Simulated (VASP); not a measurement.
Method: PBEsol GGA, VASP's PBE PAW potentials (set 64) (plane waves; VASP).

The input files of a VASP run:

File KPOINTS:
```
Automatic mesh
0
Gamma
16 16 16
0 0 0
```

**POSCAR**
```
Cr
1
   -1.4039761048     1.4039761048     1.4039761048
    1.4039761048    -1.4039761048     1.4039761048
    1.4039761048     1.4039761048    -1.4039761048
Cr
1
Direct
  0.0000000000   0.0000000000   0.0000000000
```

INCAR:
```
SYSTEM = Cr
PREC = Accurate
ENCUT = 530
EDIFF = 1E-7
NELM = 100
ALGO = Normal
LREAL = .FALSE.
LASPH = .TRUE.
ISMEAR = 1
SIGMA = 0.1
GGA = PS
LMAXMIX = 4
LWAVE = .FALSE.
LCHARG = .FALSE.
IBRION = 6
ISIF = 3
NFREE = 2
POTIM = 0.015
NSW = 1
```

POTCAR, in this order: Cr_pv (PBE.64 set). Program: vasp_std.

The resulting files:

File OSZICAR:
```
...
DAV:   3    -0.102411699046E+02    0.12569E-01   -0.13915E-02  7574   0.147E+00    0.534E-01
DAV:   4    -0.102379221852E+02    0.32477E-02   -0.53342E-03  7652   0.731E-01    0.186E-01
DAV:   5    -0.102378487313E+02    0.73454E-04   -0.36737E-04  7020   0.356E-01    0.256E-02
DAV:   6    -0.102378484474E+02    0.28392E-06   -0.97358E-06  7742   0.500E-02    0.108E-02
DAV:   7    -0.102378463640E+02    0.20834E-05   -0.10090E-06  7220   0.162E-02    0.116E-03
DAV:   8    -0.102378462712E+02    0.92760E-07   -0.21254E-08  3628   0.223E-03
   7 F= -.10237846E+02 E0= -.10237714E+02  d E =-.396827E-03
       N       E                     dE             d eps       ncg     rms          rms(c)
DAV:   1    -0.103173084653E+02   -0.79462E-01   -0.18847E+00 21966   0.207E+01    0.230E+00
DAV:   2    -0.102496311044E+02    0.67677E-01   -0.27535E-01 22128   0.789E+00    0.630E-01
DAV:   3    -0.102442557289E+02    0.53754E-02   -0.85241E-03 23272   0.131E+00    0.289E-01
DAV:   4    -0.102430057400E+02    0.12500E-02   -0.21155E-03 23838   0.453E-01    0.118E-01
DAV:   5    -0.102429703132E+02    0.35427E-04   -0.16949E-04 22112   0.239E-01    0.201E-02
DAV:   6    -0.102429699936E+02    0.31959E-06   -0.72376E-06 24256   0.437E-02    0.882E-03
DAV:   7    -0.102429700366E+02   -0.42954E-07   -0.56883E-07 22770   0.121E-02
   8 F= -.10242970E+02 E0= -.10242796E+02  d E =-.521151E-03
       N       E                     dE             d eps       ncg     rms          rms(c)
DAV:   1    -0.103021172341E+02   -0.59147E-01   -0.10762E+00 22424   0.113E+01    0.183E+00
DAV:   2    -0.102533578610E+02    0.48759E-01   -0.60414E-02 22574   0.329E+00    0.723E-01
DAV:   3    -0.102430446697E+02    0.10313E-01   -0.23748E-02 24146   0.154E+00    0.236E-01
DAV:   4    -0.102429678844E+02    0.76785E-04   -0.11174E-03 22474   0.621E-01    0.940E-02
DAV:   5    -0.102429674422E+02    0.44224E-06   -0.47619E-05 24192   0.110E-01    0.265E-02
DAV:   6    -0.102429706578E+02   -0.32156E-05   -0.22045E-06 22482   0.189E-02    0.649E-03
DAV:   7    -0.102429698699E+02    0.78795E-06   -0.54738E-07 22392   0.110E-02    0.695E-04
DAV:   8    -0.102429698325E+02    0.37394E-07   -0.12455E-08 11036   0.155E-03
   9 F= -.10242970E+02 E0= -.10242796E+02  d E =-.521176E-03
       N       E                     dE             d eps       ncg     rms          rms(c)
DAV:   1    -0.102558803594E+02   -0.12910E-01   -0.94876E-01 22462   0.108E+01    0.106E+00
DAV:   2    -0.102411665501E+02    0.14714E-01   -0.29705E-02 22742   0.241E+00    0.499E-01
DAV:   3    -0.102401964202E+02    0.97013E-03   -0.13342E-02 23822   0.111E+00    0.158E-01
DAV:   4    -0.102423432740E+02   -0.21469E-02   -0.14764E-03 23574   0.536E-01    0.399E-02
DAV:   5    -0.102428707563E+02   -0.52748E-03   -0.74342E-05 22954   0.103E-01    0.234E-02
DAV:   6    -0.102429681327E+02   -0.97376E-04   -0.32939E-06 22650   0.275E-02    0.411E-03
DAV:   7    -0.102429673609E+02    0.77180E-06   -0.18936E-07 16680   0.569E-03    0.674E-04
DAV:   8    -0.102429691014E+02   -0.17405E-05   -0.10531E-08 11030   0.166E-03    0.129E-04
DAV:   9    -0.102429690955E+02    0.58772E-08   -0.19353E-09 11024   0.775E-04
  10 F= -.10242969E+02 E0= -.10242795E+02  d E =-.521159E-03
       N       E                     dE             d eps       ncg     rms          rms(c)
DAV:   1    -0.103021407447E+02   -0.59172E-01   -0.11330E+00 22364   0.115E+01    0.183E+00
DAV:   2    -0.102533713178E+02    0.48769E-01   -0.60566E-02 22692   0.332E+00    0.723E-01
DAV:   3    -0.102430531213E+02    0.10318E-01   -0.23723E-02 24098   0.154E+00    0.236E-01
DAV:   4    -0.102429727669E+02    0.80354E-04   -0.11016E-03 22164   0.613E-01    0.997E-02
DAV:   5    -0.102429670009E+02    0.57660E-05   -0.51775E-05 24250   0.120E-01    0.274E-02
DAV:   6    -0.102429696392E+02   -0.26383E-05   -0.28720E-06 22414   0.218E-02    0.643E-03
DAV:   7    -0.102429689049E+02    0.73432E-06   -0.64143E-07 22394   0.121E-02    0.597E-04
DAV:   8    -0.102429689041E+02    0.81673E-09   -0.99198E-09 11080   0.141E-03
  11 F= -.10242969E+02 E0= -.10242795E+02  d E =-.521196E-03
       N       E                     dE             d eps       ncg     rms          rms(c)
DAV:   1    -0.102875196132E+02   -0.44551E-01   -0.87275E-01 22470   0.104E+01    0.110E+00
DAV:   2    -0.102613112956E+02    0.26208E-01   -0.26406E-02 22688   0.230E+00    0.504E-01
DAV:   3    -0.102468115922E+02    0.14500E-01   -0.12218E-02 23556   0.116E+00    0.190E-01
DAV:   4    -0.102434947034E+02    0.33169E-02   -0.17190E-03 23796   0.560E-01    0.423E-02
DAV:   5    -0.102430301100E+02    0.46459E-03   -0.72038E-05 22736   0.108E-01    0.223E-02
DAV:   6    -0.102429694329E+02    0.60677E-04   -0.22194E-06 23324   0.225E-02    0.747E-03
DAV:   7    -0.102429700136E+02   -0.58070E-06   -0.18455E-07 19012   0.589E-03    0.709E-04
DAV:   8    -0.102429694407E+02    0.57285E-06   -0.10590E-08 11032   0.182E-03    0.832E-05
DAV:   9    -0.102429693058E+02    0.13500E-06   -0.12152E-09 11028   0.554E-04    0.184E-05
DAV:  10    -0.102429691935E+02    0.11226E-06   -0.23808E-10 11022   0.254E-04    0.956E-06
DAV:  11    -0.102429691873E+02    0.61891E-08   -0.52687E-11 11022   0.107E-04
  12 F= -.10242969E+02 E0= -.10242795E+02  d E =-.521160E-03
       N       E                     dE             d eps       ncg     rms          rms(c)
DAV:   1    -0.103021233205E+02   -0.59154E-01   -0.11435E+00 22386   0.117E+01    0.183E+00
DAV:   2    -0.102533788991E+02    0.48744E-01   -0.60570E-02 22716   0.331E+00    0.723E-01
DAV:   3    -0.102430540558E+02    0.10325E-01   -0.23682E-02 23984   0.154E+00    0.236E-01
DAV:   4    -0.102429726704E+02    0.81385E-04   -0.10862E-03 22200   0.609E-01    0.994E-02
DAV:   5    -0.102429671057E+02    0.55647E-05   -0.51585E-05 24078   0.119E-01    0.268E-02
DAV:   6    -0.102429696236E+02   -0.25179E-05   -0.27017E-06 22360   0.212E-02    0.626E-03
DAV:   7    -0.102429689019E+02    0.72174E-06   -0.62472E-07 22452   0.118E-02    0.598E-04
DAV:   8    -0.102429689011E+02    0.81081E-09   -0.98269E-09 11054   0.140E-03
  13 F= -.10242969E+02 E0= -.10242795E+02  d E =-.521195E-03
       N       E                     dE             d eps       ncg     rms          rms(c)
DAV:   1    -0.102641358102E+02   -0.21167E-01   -0.23790E+00  4382   0.435E+01    0.583E-01
DAV:   2    -0.102587517893E+02    0.53840E-02   -0.97722E-02  2900   0.438E+00    0.360E-01
DAV:   3    -0.102441691658E+02    0.14583E-01   -0.13927E-02  3294   0.150E+00    0.220E-02
DAV:   4    -0.102437578377E+02    0.41133E-03   -0.74979E-04  2928   0.410E-01    0.135E-02
DAV:   5    -0.102436402778E+02    0.11756E-03   -0.52635E-06  3190   0.345E-02    0.783E-04
DAV:   6    -0.102436383985E+02    0.18792E-05   -0.14497E-07  2188   0.637E-03    0.295E-04
DAV:   7    -0.102436382302E+02    0.16839E-06   -0.14005E-08  1530   0.210E-03    0.148E-04
DAV:   8    -0.102436373672E+02    0.86291E-06   -0.32422E-09  1456   0.101E-03    0.529E-05
DAV:   9    -0.102436374025E+02   -0.35277E-07   -0.83650E-10  1450   0.519E-04
  14 F= -.10243637E+02 E0= -.10243437E+02  d E =-.601132E-03
       N       E                     dE             d eps       ncg     rms          rms(c)
DAV:   1    -0.102268001050E+02    0.16837E-01   -0.76396E+00  4284   0.851E+01    0.282E-01
DAV:   2    -0.102449144319E+02   -0.18114E-01   -0.20705E-01  2900   0.582E+00    0.174E-01
DAV:   3    -0.102436153770E+02    0.12991E-02   -0.30754E-03  4228   0.141E+00    0.205E-02
DAV:   4    -0.102436352429E+02   -0.19866E-04   -0.36410E-04  2998   0.277E-01    0.677E-03
DAV:   5    -0.102436365659E+02   -0.13230E-05   -0.62325E-06  3038   0.373E-02    0.299E-03
DAV:   6    -0.102436373904E+02   -0.82449E-06   -0.15152E-07  1972   0.766E-03    0.331E-04
DAV:   7    -0.102436374079E+02   -0.17449E-07   -0.29169E-08  1550   0.306E-03
  15 F= -.10243637E+02 E0= -.10243437E+02  d E =-.601139E-03
```

OUTCAR:
```
------------------------ aborting loop because EDIFF is reached ----------------------------------------
  FORCE on cell =-STRESS in cart. coord.  units (eV):
  Direction    XX          YY          ZZ          XY          YZ          ZX
  --------------------------------------------------------------------------------------
  Total        0.1071610      0.1071610      0.1071610      0.0000000      0.0000000     -0.0000000
  in kB       15.5098649     15.5098649     15.5098649      0.0000000      0.0000000     -0.0000000
  external PRESSURE =      15.5098649 kB  Pullay stress =       0.0000000 kB
  volume of cell :       11.07
      direct lattice vectors                 reciprocal lattice vectors
    -1.403976105  1.403976105  1.403976105     0.000000000  0.356131417  0.356131417
     1.403976105 -1.403976105  1.403976105     0.356131417  0.000000000  0.356131417
     1.403976105  1.403976105 -1.403976105     0.356131417  0.356131417  0.000000000
 POSITION                                       TOTAL-FORCE (eV/Angst)
 -----------------------------------------------------------------------------------
     -0.01500      0.00000      0.00000        -0.000000      0.000000      0.000000
 -----------------------------------------------------------------------------------
    total drift:                               -0.000022     -0.000000      0.000000
  FREE ENERGIE OF THE ION-ELECTRON SYSTEM (eV)
  ---------------------------------------------------
  free  energy   TOTEN  =       -10.2436374079 eV

  energy  without entropy=      -10.2430362684  energy(sigma->0) =      -10.24343703

   1 f  =    0.000000 THz     0.000000 2PiTHz    0.000000 cm-1     0.000000 meV
             X         Y         Z           dx          dy          dz
      0.000000  0.000000  0.000000     0.823342   -0.567546    0.000000

   2 f  =    0.000000 THz     0.000000 2PiTHz    0.000000 cm-1     0.000000 meV
             X         Y         Z           dx          dy          dz
      0.000000  0.000000  0.000000    -0.567546   -0.823342    0.000000

   3 f  =    0.000000 THz     0.000000 2PiTHz    0.000000 cm-1     0.000000 meV
             X         Y         Z           dx          dy          dz
      0.000000  0.000000  0.000000     0.000000    0.000000    1.000000

 ELASTIC MODULI CONTR FROM IONIC RELAXATION (kBar)
 Direction    XX          YY          ZZ          XY          YZ          ZX
 --------------------------------------------------------------------------------
 XX           0.0000      0.0000      0.0000      0.0000      0.0000      0.0000
 YY           0.0000      0.0000      0.0000      0.0000      0.0000      0.0000
 ZZ           0.0000      0.0000      0.0000      0.0000      0.0000      0.0000
 XY           0.0000      0.0000      0.0000      0.0000      0.0000      0.0000
 YZ           0.0000      0.0000      0.0000      0.0000      0.0000      0.0000
 ZX           0.0000      0.0000      0.0000      0.0000      0.0000      0.0000
 --------------------------------------------------------------------------------

 TOTAL ELASTIC MODULI (kBar)
 Direction    XX          YY          ZZ          XY          YZ          ZX
 --------------------------------------------------------------------------------
 XX        5287.1281   1677.3346   1677.3346      0.0000      0.0000      0.0000
 YY        1677.3346   5287.1281   1677.3346     -0.0000      0.0000      0.0000
 ZZ        1677.3346   1677.3346   5287.1281      0.0000     -0.0000      0.0000
 XY           0.0000     -0.0000      0.0000    901.0482      0.0000      0.0000
 YZ           0.0000      0.0000     -0.0000      0.0000    901.0482      0.0000
 ZX           0.0000      0.0000      0.0000      0.0000      0.0000    901.0482
 --------------------------------------------------------------------------------
```
(Selected blocks of OUTCAR.)

Finite-difference elastic constants of metals are sensitive to mesh and smearing; shear constants can be off by tens of GPa.

The structure comes from a measured Cr entry (Im-3m) of the Crystallography Open Database, whose conditions weren't checked. It was relaxed first, which changed the volume by -8 %. The run is not spin-polarised, so no magnetic state was tried.
